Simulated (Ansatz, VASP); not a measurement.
# Si6Cl10O7 (Si6Cl10O7 (P2_1/m)) in two plane-wave programs, part 2 of 2

Wanted: the spread between two codes on one cell, functional and k mesh. Of the first pair: The structure shown is the start of the Ansatz relaxation below; VASP solves that cell, so the two are compared at the walk's first step.

VASP 6.6.1 and Ansatz 0.2.0.

So far: Set-up; Ansatz: relaxation, PBEsol.

## (3) VASP: single point, PBEsol, start cell, pair 1

Level of this step: PBEsol; plane waves and PAW (Si, Cl, O) (VASP).

The same cell, functional, mesh and smearing now go to VASP, with its own data sets.

Lines of VASP's logs that name or quote its potential files are left out, and so is its time.

Input file INCAR:

```
SYSTEM = Si6Cl10O7
PREC = Accurate
ENCUT = 520
EDIFF = 1E-06
NELM = 120
ISMEAR = -1
SIGMA = 0.01
LREAL = Auto
ALGO = Normal
GGA = PS
NBANDS = 168
LORBIT = 11
LWAVE = .FALSE.
LCHARG = .FALSE.
ISIF = 2
LASPH = .TRUE.
GGA_COMPAT = .FALSE.
EFERMI = MIDGAP
KPAR = 8
```

Input file POSCAR:

```
Si6Cl10O7
1.0
    6.4548830000      0.0000000000      0.0000000000
    0.0000000000     21.4035000000      0.0000000000
   -1.3936680000      0.0000000000      8.5250850000
Si Cl O
12 20 14
Direct
    0.7826450344      0.7500000000      0.3813979567
    0.2173549656      0.2500000000      0.6186020433
    0.9925950425      0.6188870045      0.4492589810
    0.0074049575      0.1188870045      0.5507410190
    0.0074049575      0.3811129955      0.5507410190
    0.9925950425      0.8811129955      0.4492589810
    0.8753560337      0.6208920036      0.7981770270
    0.1246439663      0.1208920036      0.2018229730
    0.1246439663      0.3791079964      0.2018229730
    0.8753560337      0.8791079964      0.7981770270
    0.6499150209      0.7500000000      0.7211469446
    0.3500849791      0.2500000000      0.2788530554
    0.5588079381      0.7500000000      0.1877569549
    0.4411920619      0.2500000000      0.8122430451
    0.3019890294      0.6042250099      0.4441759818
    0.6980109706      0.1042250099      0.5558240182
    0.6980109706      0.3957749901      0.5558240182
    0.3019890294      0.8957749901      0.4441759818
    0.8204930308      0.5538650221      0.3131459686
    0.1795069692      0.0538650221      0.6868540314
    0.1795069692      0.4461349779      0.6868540314
    0.8204930308      0.9461349779      0.3131459686
    0.6739449576      0.5515060154      0.8329249503
    0.3260550424      0.0515060154      0.1670750497
    0.3260550424      0.4484939846      0.1670750497
    0.6739449576      0.9484939846      0.8329249503
    0.1310990401      0.6171949915      0.9684149777
    0.8689009599      0.1171949915      0.0315850223
    0.8689009599      0.3828050085      0.0315850223
    0.1310990401      0.8828050085      0.9684149777
    0.3412050103      0.7500000000      0.7431120042
    0.6587949897      0.2500000000      0.2568879958
    0.6685099721      0.7500000000      0.5361030418
    0.3314900279      0.2500000000      0.4638969582
    0.9303459731      0.6884180157      0.3812589552
    0.0696540269      0.1884180157      0.6187410448
    0.0696540269      0.3115819843      0.6187410448
    0.9303459731      0.8115819843      0.3812589552
    0.9472710200      0.6124260051      0.6278529774
    0.0527289800      0.1124260051      0.3721470226
    0.0527289800      0.3875739949      0.3721470226
    0.9472710200      0.8875739949      0.6278529774
    0.7613130505      0.6883310206      0.8070420412
    0.2386869495      0.1883310206      0.1929579588
    0.2386869495      0.3116689794      0.1929579588
    0.7613130505      0.8116689794      0.8070420412
```

Input file KPOINTS:

```
Automatic mesh
0
Gamma
4 2 3
0 0 0
```

The projector-augmented-wave data sets are Si, Cl and O (PBE family, release 64).

The run is started by

```
$ mpirun -np 8 vasp_std
```

Numbers of over 12 decimals in the logs are rounded to 6 here.

What it wrote:

```text
[banner, memory and clock lines left out]
running    8 mpi-ranks, on    1 nodes
[...]
|                                                                             |
|           W    W    AA    RRRRR   N    N  II  N    N   GGGG   !!!           |
|           W    W   A  A   R    R  NN   N  II  NN   N  G    G  !!!           |
|           W    W  A    A  R    R  N N  N  II  N N  N  G       !!!           |
|           W WW W  AAAAAA  RRRRR   N  N N  II  N  N N  G  GGG   !            |
|           WW  WW  A    A  R   R   N   NN  II  N   NN  G    G                |
|           W    W  A    A  R    R  N    N  II  N    N   GGGG   !!!           |
|                                                                             |
|     For optimal performance we recommend to set                             |
|       NCORE = 2 up to number-of-cores-per-socket                            |
|     NCORE specifies how many cores store one orbital (NPAR=cpu/NCORE).      |
|     This setting can greatly improve the performance of VASP for DFT.       |
[...]
|                                                                             |
|     You enforced a specific xc type in the INCAR file but a different       |
|     [... a line on the potential file left out ...]
|     I HOPE YOU KNOW WHAT YOU ARE DOING!                                     |
|                                                                             |

 LDA part: xc-table for (Slater+PW92), standard interpolation
 POSCAR, INCAR and KPOINTS ok, starting setup
[...]
entering main loop
       N       E                     dE             d eps       ncg     rms          rms(c)
DAV:   1     0.212898572280E+04    0.21290E+04   -0.12088E+05  4760   0.138E+03
DAV:   2    -0.458649901245E+02   -0.21749E+04   -0.21242E+04  6000   0.295E+02
DAV:   3    -0.290356869038E+03   -0.24449E+03   -0.24354E+03  5576   0.111E+02
DAV:   4    -0.296002064232E+03   -0.56452E+01   -0.56226E+01  5608   0.187E+01
[...]
DAV:  16    -0.271693508763E+03   -0.11535E-05   -0.42608E-06  5008   0.548E-03    0.868E-03
DAV:  17    -0.271693510310E+03   -0.15477E-05   -0.10446E-06  3464   0.296E-03    0.278E-03
DAV:  18    -0.271693510380E+03   -0.69324E-07   -0.32399E-07  3504   0.153E-03
   1 F= -.27169351E+03 E0= -.27169351E+03  d E =0.000000E+00
```

Parts of OUTCAR (step 3):

```text
  Total       -6.1110836     -6.6193298     -6.2705091      0.0000000      0.0000000     -0.1379268
  in kB       -8.3129834     -9.0043572     -8.5298520      0.0000000      0.0000000     -0.1876236
  external PRESSURE =      -8.6157309 kB  Pullay stress =       0.0000000 kB

 POSITION                                       TOTAL-FORCE (eV/Angst)
 -----------------------------------------------------------------------------------
      4.52034     16.05262      3.25145        -0.008627     -0.000000      0.039167
      0.54087      5.35088      5.27364         0.008627     -0.000000     -0.039167
      5.78097     13.24635      3.82997        -0.029191      0.012133      0.026732
     -0.71975      2.54460      4.69511         0.029191      0.012133     -0.026732
     -0.71975      8.15715      4.69511         0.029191     -0.012133     -0.026732
      5.78097     18.85890      3.82997        -0.029191     -0.012133      0.026732
      4.53793     13.28926      6.80453        -0.005158      0.029087     -0.014099
      0.52329      2.58751      1.72056         0.005158      0.029087      0.014099
      0.52329      8.11424      1.72056         0.005158     -0.029087      0.014099
      4.53793     18.81599      6.80453        -0.005158     -0.029087     -0.014099
      3.19009     16.05262      6.14784         0.039424     -0.000000      0.011342
      1.87113      5.35088      2.37725        -0.039424     -0.000000     -0.011342
      3.34537     16.05262      1.60064         0.133779     -0.000000      0.167849
      1.71585      5.35088      6.92444        -0.133779     -0.000000     -0.167849
[...]
-----------------------------------------------------------------------------------
    total drift:                                0.000000     -0.000000      0.000000

  FREE ENERGIE OF THE ION-ELECTRON SYSTEM (eV)
  ---------------------------------------------------
  free  energy   TOTEN  =      -271.6935103796 eV

  energy  without entropy=     -271.6935103796  energy(sigma->0) =     -271.69351038

[... 3 further parts left out ...]
[key lines of the parts left out:]
E-fermi :   0.9964
```

The run ends at a pressure of -0.86 GPa, with forces up to 0.21 eV/Å.

## (4) Side by side

Known differences besides the potentials themselves: the cutoff is 420 eV in Ansatz and 520 eV in VASP (PREC = Accurate, projectors in real space); Ansatz makes its cores anew for this functional, VASP keeps those of its PBE data sets. Total energies have different zeros and are not compared.

Forces on 7 of the 46 atoms, those with the largest forces and the largest differences (eV/Å; atoms numbered as in POSCAR):

```csv
atom,"Ansatz x, y, z","VASP x, y, z"
Si3,"-0.113, 0.124, 0.102","-0.029, 0.012, 0.027"
Si4,"0.113, 0.124, -0.102","0.029, 0.012, -0.027"
Si5,"0.113, -0.124, -0.102","0.029, -0.012, -0.027"
Si6,"-0.113, -0.124, 0.102","-0.029, -0.012, 0.027"
Si7,"-0.015, 0.133, -0.132","-0.005, 0.029, -0.014"
Cl13,"0.115, 0.000, 0.140","0.134, 0.000, 0.168"
Cl14,"-0.115, 0.000, -0.140","-0.134, 0.000, -0.168"
```

The forces differ by 47 meV/Å r.m.s., which is 63.6 % of the r.m.s. force of 0.074 eV/Å (both taken over all components).

## (5) Ansatz: relaxation, PBEsol

This run makes the geometry at which the two programs are then compared. The cell compared in this pair holds 1196.25 Å³, against 1177.80 Å³ for the pair before.

The structure compared here is the end of the Ansatz relaxation.

Input file input.yaml:

```yaml
crystal:
  lattice:
    - [6.454883, 0.0, 0.0]
    - [0.0, 21.4035, 0.0]
    - [-1.393668, 0.0, 8.525085]
  atoms:
    - { symbol: Si, position: [0.782645, 0.75, 0.381398] }
    - { symbol: Si, position: [0.217355, 0.25, 0.618602] }
    - { symbol: Si, position: [0.992595, 0.618887, 0.449259] }
    - { symbol: Si, position: [0.007405, 0.118887, 0.550741] }
    - { symbol: Si, position: [0.007405, 0.381113, 0.550741] }
    - { symbol: Si, position: [0.992595, 0.881113, 0.449259] }
    - { symbol: Si, position: [0.875356, 0.620892, 0.798177] }
    - { symbol: Si, position: [0.124644, 0.120892, 0.201823] }
    - { symbol: Si, position: [0.124644, 0.379108, 0.201823] }
    - { symbol: Si, position: [0.875356, 0.879108, 0.798177] }
    - { symbol: Si, position: [0.649915, 0.75, 0.721147] }
    - { symbol: Si, position: [0.350085, 0.25, 0.278853] }
    - { symbol: Cl, position: [0.558808, 0.75, 0.187757] }
    - { symbol: Cl, position: [0.441192, 0.25, 0.812243] }
    - { symbol: Cl, position: [0.301989, 0.604225, 0.444176] }
    - { symbol: Cl, position: [0.698011, 0.104225, 0.555824] }
    - { symbol: Cl, position: [0.698011, 0.395775, 0.555824] }
    - { symbol: Cl, position: [0.301989, 0.895775, 0.444176] }
    - { symbol: Cl, position: [0.820493, 0.553865, 0.313146] }
    - { symbol: Cl, position: [0.179507, 0.053865, 0.686854] }
    - { symbol: Cl, position: [0.179507, 0.446135, 0.686854] }
    - { symbol: Cl, position: [0.820493, 0.946135, 0.313146] }
    - { symbol: Cl, position: [0.673945, 0.551506, 0.832925] }
    - { symbol: Cl, position: [0.326055, 0.051506, 0.167075] }
    - { symbol: Cl, position: [0.326055, 0.448494, 0.167075] }
    - { symbol: Cl, position: [0.673945, 0.948494, 0.832925] }
    - { symbol: Cl, position: [0.131099, 0.617195, 0.968415] }
    - { symbol: Cl, position: [0.868901, 0.117195, 0.031585] }
    - { symbol: Cl, position: [0.868901, 0.382805, 0.031585] }
    - { symbol: Cl, position: [0.131099, 0.882805, 0.968415] }
    - { symbol: Cl, position: [0.341205, 0.75, 0.743112] }
    - { symbol: Cl, position: [0.658795, 0.25, 0.256888] }
    - { symbol: O, position: [0.66851, 0.75, 0.536103] }
    - { symbol: O, position: [0.33149, 0.25, 0.463897] }
    - { symbol: O, position: [0.930346, 0.688418, 0.381259] }
    - { symbol: O, position: [0.069654, 0.188418, 0.618741] }
    - { symbol: O, position: [0.069654, 0.311582, 0.618741] }
    - { symbol: O, position: [0.930346, 0.811582, 0.381259] }
    - { symbol: O, position: [0.947271, 0.612426, 0.627853] }
    - { symbol: O, position: [0.052729, 0.112426, 0.372147] }
    - { symbol: O, position: [0.052729, 0.387574, 0.372147] }
    - { symbol: O, position: [0.947271, 0.887574, 0.627853] }
    - { symbol: O, position: [0.761313, 0.688331, 0.807042] }
    - { symbol: O, position: [0.238687, 0.188331, 0.192958] }
    - { symbol: O, position: [0.238687, 0.311669, 0.192958] }
    - { symbol: O, position: [0.761313, 0.811669, 0.807042] }
basis:
  ecutwfc: 420
  xc_grid: 2
hamiltonian:
  xc: pbesol
kpoints:
  mp_grid: { grid: [4, 2, 3] }
scf:
  occupations: { method: fermi_dirac, width: 0.01 }
  max_iter: 150
output:
  forces: true
  stress: true
relax:
  f_tol: 0.01
  max_steps: 60
  cell: {}
checkpoint:
  write: "../pbesol.run"
  compress: false
  write_wavefunctions: false
  write_every: 100000
```

The run is started by

```
$ ansatz run input.yaml --threads 4 --pin off --max-ram 6594MiB --backend cpu --events-out ev --progress --plain --runs-dir out
```

What it wrote:

```text
[...]
Crystal: 46 atoms, lattice volume = 1177.801 Å³
Basis set: ecut = 420 eV, 23065 PW (Γ), exchange–correlation on 90×288×120 points (8 copies of the dense FFT grid, shifted against one another)
Bands: 182, of which v1, the nominal top of the filled ones, is band 136 counted from 1 (135 counted from 0)
Symmetry: 4 space group operations
[...]
k-points: 14 of 24
[...]
- { symbol: O, position: [0.986968, 0.612782, 0.638267] }
    - { symbol: O, position: [0.013032, 0.112782, 0.361733] }
    - { symbol: O, position: [0.013032, 0.387218, 0.361733] }
    - { symbol: O, position: [0.986968, 0.887218, 0.638267] }
    - { symbol: O, position: [0.812071, 0.689426, 0.818616] }
    - { symbol: O, position: [0.187929, 0.189426, 0.181384] }
    - { symbol: O, position: [0.187929, 0.310574, 0.181384] }
    - { symbol: O, position: [0.812071, 0.810574, 0.818616] }
[key lines of the parts left out:]
SCF converged after 6 iterations
Free energy (F): -36580.046365 eV
Fermi energy:    1.785497 eV
P = ⅓ Tr σ = 0.0344 GPa (0.344 kbar)
```

## (6) VASP: single point, PBEsol, relaxed cell, pair 2

The same cell, functional, mesh and smearing now go to VASP, with its own data sets.

Edit INCAR of step 3 so:

```diff
@@ -2,3 +2,3 @@
 PREC = Accurate
-ENCUT = 520
+ENCUT = 600
 EDIFF = 1E-06
```

Input file POSCAR:

```
Si6Cl10O7
1.0
    6.4827167825      0.0000000000      0.0084060103
    0.0000000000     21.5279356294      0.0000000000
   -1.3885755917      0.0000000000      8.5698024152
Si Cl O
12 20 14
Direct
    0.8124486143      0.7500000000      0.3974322004
    0.1875513857      0.2500000000      0.6025677996
    0.0149563552      0.6194042005      0.4575718934
    0.9850436448      0.1194042005      0.5424281066
    0.9850436448      0.3805957995      0.5424281066
    0.0149563552      0.8805957995      0.4575718934
    0.9052468312      0.6202797854      0.8036736353
    0.0947531688      0.1202797854      0.1963263647
    0.0947531688      0.3797202146      0.1963263647
    0.9052468312      0.8797202146      0.8036736353
    0.6948800943      0.7500000000      0.7367853922
    0.3051199057      0.2500000000      0.2632146078
    0.5900289613      0.7500000000      0.2063183442
    0.4099710387      0.2500000000      0.7936816558
    0.3148654313      0.6012291942      0.4361624775
    0.6851345687      0.1012291942      0.5638375225
    0.6851345687      0.3987708058      0.5638375225
    0.3148654313      0.8987708058      0.4361624775
    0.8238328458      0.5580771821      0.3275618840
    0.1761671542      0.0580771821      0.6724381160
    0.1761671542      0.4419228179      0.6724381160
    0.8238328458      0.9419228179      0.3275618840
    0.6812743634      0.5563697447      0.8204335817
    0.3187256366      0.0563697447      0.1795664183
    0.3187256366      0.4436302553      0.1795664183
    0.6812743634      0.9436302553      0.8204335817
    0.1479424268      0.6082075086      0.9780163012
    0.8520575732      0.1082075086      0.0219836988
    0.8520575732      0.3917924914      0.0219836988
    0.1479424268      0.8917924914      0.9780163012
    0.3927083426      0.7500000000      0.7703461026
    0.6072916574      0.2500000000      0.2296538974
    0.6997533246      0.7500000000      0.5511434019
    0.3002466754      0.2500000000      0.4488565981
    0.9597333604      0.6893569222      0.3963993512
    0.0402666396      0.1893569222      0.6036006488
    0.0402666396      0.3106430778      0.6036006488
    0.9597333604      0.8106430778      0.3963993512
    0.9869682649      0.6127824641      0.6382666409
    0.0130317351      0.1127824641      0.3617333591
    0.0130317351      0.3872175359      0.3617333591
    0.9869682649      0.8872175359      0.6382666409
    0.8120714963      0.6894258270      0.8186159632
    0.1879285037      0.1894258270      0.1813840368
    0.1879285037      0.3105741730      0.1813840368
    0.8120714963      0.8105741730      0.8186159632
```

KPOINTS is that of step 3.

The run is started by

```
$ mpirun -np 8 vasp_std
```

What it wrote:

```text
[banner, memory and clock lines left out]
running    8 mpi-ranks, on    1 nodes
[...]
[... a notice as in an earlier step ...]

 [... a notice as in an earlier step ...]

 LDA part: xc-table for (Slater+PW92), standard interpolation
 POSCAR, INCAR and KPOINTS ok, starting setup
[...]
entering main loop
       N       E                     dE             d eps       ncg     rms          rms(c)
DAV:   1     0.227335009221E+04    0.22734E+04   -0.12966E+05  4728   0.154E+03
DAV:   2    -0.204170443608E+02   -0.22938E+04   -0.22381E+04  6048   0.304E+02
DAV:   3    -0.290018427184E+03   -0.26960E+03   -0.26858E+03  5592   0.116E+02
DAV:   4    -0.296346133114E+03   -0.63277E+01   -0.63049E+01  5616   0.199E+01
[...]
DAV:  16    -0.271788661681E+03   -0.12872E-05   -0.41229E-06  5032   0.528E-03    0.765E-03
DAV:  17    -0.271788663458E+03   -0.17764E-05   -0.14131E-06  3544   0.362E-03    0.296E-03
DAV:  18    -0.271788663497E+03   -0.38770E-07   -0.36071E-07  3616   0.165E-03
   1 F= -.27178866E+03 E0= -.27178866E+03  d E =0.000000E+00
```

Parts of OUTCAR (step 6):

```text
  Total       -0.5310405      1.1667905      0.7266825      0.0000000      0.0000000     -0.5657177
  in kB       -0.7112409      1.5627230      0.9732711      0.0000000      0.0000000     -0.7576853
  external PRESSURE =       0.6082511 kB  Pullay stress =       0.0000000 kB

 POSITION                                       TOTAL-FORCE (eV/Angst)
 -----------------------------------------------------------------------------------
      4.71501     16.14595      3.41274        -0.061191     -0.000000     -0.132071
      0.37913      5.38198      5.16546         0.061191     -0.000000      0.132071
     -0.53842     13.33449      3.92143         0.076832     -0.108620     -0.077946
      5.63256      2.57053      4.65678        -0.076832     -0.108620      0.077946
      5.63256      8.19344      4.65678        -0.076832      0.108620      0.077946
     -0.53842     18.95741      3.92143         0.076832      0.108620     -0.077946
      4.75250     13.35334      6.89493         0.003860     -0.100963      0.117376
      0.34164      2.58938      1.68327        -0.003860     -0.100963     -0.117376
      0.34164      8.17459      1.68327        -0.003860      0.100963     -0.117376
      4.75250     18.93856      6.89493         0.003860      0.100963      0.117376
      3.48163     16.14595      6.31995        -0.130196     -0.000000      0.052791
      1.61251      5.38198      2.25826         0.130196     -0.000000     -0.052791
      3.53850     16.14595      1.77307         0.019565     -0.000000      0.029743
      1.55564      5.38198      6.80514        -0.019565     -0.000000     -0.029743
[...]
-----------------------------------------------------------------------------------
    total drift:                                0.000000     -0.000000     -0.000000

  FREE ENERGIE OF THE ION-ELECTRON SYSTEM (eV)
  ---------------------------------------------------
  free  energy   TOTEN  =      -271.7886634966 eV

  energy  without entropy=     -271.7886634966  energy(sigma->0) =     -271.78866350

[... 1 part as in an earlier step ...]

[... 2 further parts left out ...]
[key lines of the parts left out:]
E-fermi :   0.9359
```

The run ends at a pressure of 0.06 GPa, with forces up to 0.15 eV/Å.

## (7) Differences

What differs besides the data sets and the points named for the pairs above, as far as they apply: the cutoff is 420 eV in Ansatz and 600 eV in VASP (PREC = Accurate, projectors in real space); Ansatz's pressure holds a Pulay correction, VASP's none. Total energies have different zeros and are not compared.

The two programs side by side:

```csv
quantity,Ansatz,VASP,difference
pressure (GPa),0.03,0.06,-0.03
gap on the k mesh (eV),5.544,5.574,-0.030
```

Forces on 8 of the 46 atoms, those with the largest forces and the largest differences (eV/Å; atoms numbered as in POSCAR):

```csv
atom,"Ansatz x, y, z","VASP x, y, z"
Si3,"-0.003, 0.002, -0.002","0.077, -0.109, -0.078"
Si4,"0.003, 0.002, 0.002","-0.077, -0.109, 0.078"
Si5,"0.003, -0.002, 0.002","-0.077, 0.109, 0.078"
Si6,"-0.003, -0.002, -0.002","0.077, 0.109, -0.078"
Si7,"0.002, -0.002, 0.000","0.004, -0.101, 0.117"
Si8,"-0.002, -0.002, 0.000","-0.004, -0.101, -0.117"
Si9,"-0.002, 0.002, 0.000","-0.004, 0.101, -0.117"
Si10,"0.002, 0.002, 0.000","0.004, 0.101, 0.117"
```

The forces differ by 46 meV/Å r.m.s., where the r.m.s. force is 0.003 eV/Å in Ansatz and 0.046 eV/Å in VASP: the atoms lie near their places of rest in Ansatz, so a percentage would say little (all taken over all components). A gap on the mesh is an upper bound, since the band edges may lie between its points.

## (8) Results

| Item | Value |
| --- | --- |
| r.m.s. force difference (single point, PBEsol, start cell, pair 1) | 47 meV/Å |
| r.m.s. force difference (single point, PBEsol, relaxed cell, pair 2) | 46 meV/Å |

The r.m.s. force difference is 47 meV/Å (single point, PBEsol, start cell, pair 1), beyond the 12 meV/Å picked in this series as the mark of a large difference. What causes the difference of the single point, PBEsol, start cell, pair 1 pair stays open here. What causes the difference of the single point, PBEsol, relaxed cell, pair 2 pair stays open here. Such differences can come from data sets, numerical settings and the points named under the comparisons, not from the functional's error against experiment.

[Lines on the potential files, build, host, timing and source positions are cut from VASP's logs without a mark.]

[Logs are printed without paths, hosts, clocks, repeated set-up lines and the standing remarks that a program may print on its own settings, such as how far it seeks lower states.]

[Hosts, paths, dates, database ids (printed as entryN), source tags and the programs' standing remarks are cut or masked in the printed files.]
